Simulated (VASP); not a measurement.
Runs of VASP 6.6.1 on Fe2O3. The structure is trigonal, space group R-3c (No. 167). Conventional cell: a = 5.038 Å, b = 5.038 Å, c = 13.772 Å, α = 90.00°, β = 90.00°, γ = 120.00°. Around Fe (site symmetry 3) lie 6 O at 1.95 to 2.12 Å. Around O (site symmetry 2) lie 4 Fe at 1.95 to 2.12 Å. 

```tsv
task	level	potentials or basis	cell	cutoff (eV)	gap on the mesh (eV)	pressure (GPa)	moment (μB)	largest force (eV/Å)
relaxation of cell and atoms	r2SCAN+rVV10+U	VASP PAW PBE potentials, release 64 (Fe, O)	relaxed	600	2.67	0.0	20.00	0.01
relaxation of cell and atoms	rev-vdW-DF2+U	VASP PAW PBE potentials, release 64 (Fe, O)	relaxed	600	1.54	0.0	20.00	-
band structure	LDA+U	VASP PAW LDA potentials, release 64 (Fe, O)	R-3c, 9.73 Å³/atom	520	1.20	0.4	20.00	0.01
band structure	rev-vdW-DF2+U	VASP PAW PBE potentials, release 64 (Fe, O)	R-3c, 10.24 Å³/atom	520	1.54	(a)	20.00	-
```

Alike in all rows: spin collinear, ferromagnetic start; Fe d U = 5.3 eV; k mesh 9 × 9 × 9; smearing methfessel-paxton 0.1 eV.

Problem. Fill in the values left out.

Solution. (a) 0.2.

Caveats: only a ferromagnetic start was run, and an antiferromagnetic order may lie lower in energy; the PAW data sets were made with another functional, which shifts forces and pressure a little (some runs); an odd mesh through Γ misses points on the zone boundary, where band edges often lie (some runs); the relaxation stopped at its first step, so nothing moved (some runs).
